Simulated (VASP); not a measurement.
A convergence study with VASP on BaTiO3: one setting is varied, all else stays as given below, so the limit is that of these other settings.

```
BaTiO3
1.0
    4.01200     0.00000     0.00000
    0.00000     4.01200     0.00000
    0.00000     0.00000    20.01800
Ba Ti O
2 2 6
Direct
  0.00000   0.00000   0.44989
  0.00000   0.00000   0.65032
  0.50000   0.50000   0.34969
  0.50000   0.50000   0.55010
  0.50000   0.00000   0.34969
  0.00000   0.50000   0.34969
  0.50000   0.50000   0.44989
  0.50000   0.00000   0.55010
  0.00000   0.50000   0.55010
  0.50000   0.50000   0.65032
```

The numbers are results of PBE GGA, VASP's PBE PAW potentials (set 64) (plane waves; VASP), not measurements. The tightest run used: 800 eV cut-off, 6×6×1 Γ-centred mesh, Fermi-Dirac smearing of 0.010 eV, potentials Ba_sv Ti_sv O.

Unless said otherwise, spin-orbit coupling is left out, though it shifts the bands of the heavy elements here. Gaps are read on the run's mesh, which can miss a band edge.

Q: The settings run are ENCUT = 200; ENCUT = 240; ENCUT = 280; ENCUT = 340; ENCUT = 480; ENCUT = 600; ENCUT = 800. From which on does the largest force stay within 0.02 eV/Å of the tightest run?

A: From ENCUT = 480 on: it is off by 0.004 there and by no more than 0.02 in any finer run, while ENCUT = 340 is off by 0.043.
| setting | E (eV/atom) | largest force (eV/Å) | gap on the mesh (eV) | plane waves | difference judged (eV/Å) |
|---|---|---|---|---|---|
| ENCUT = 200 | -8.1121 | 2.257 | 0.983 | 2099 | 0.166 |
| ENCUT = 240 | -8.0383 | 2.762 | 1.183 | 2753 | 0.339 |
| ENCUT = 280 | -7.8684 | 2.547 | 1.001 | 3449 | 0.124 |
| ENCUT = 340 | -7.8252 | 2.466 | 1.036 | 4612 | 0.043 |
| ENCUT = 480 | -7.7964 | 2.419 | 1.032 | 7708 | 0.004 |
| ENCUT = 600 | -7.7973 | 2.422 | 1.032 | 10832 | 0.001 |
| ENCUT = 800 | -7.7999 | 2.423 | 1.033 | 16626 | 0.000 |

Left out are rungs that failed or repeat a setting and relaxations that didn't move; long series are thinned to 24 rows.

The cell is a sheet or thin cut with vacuum, built from a generated structure.
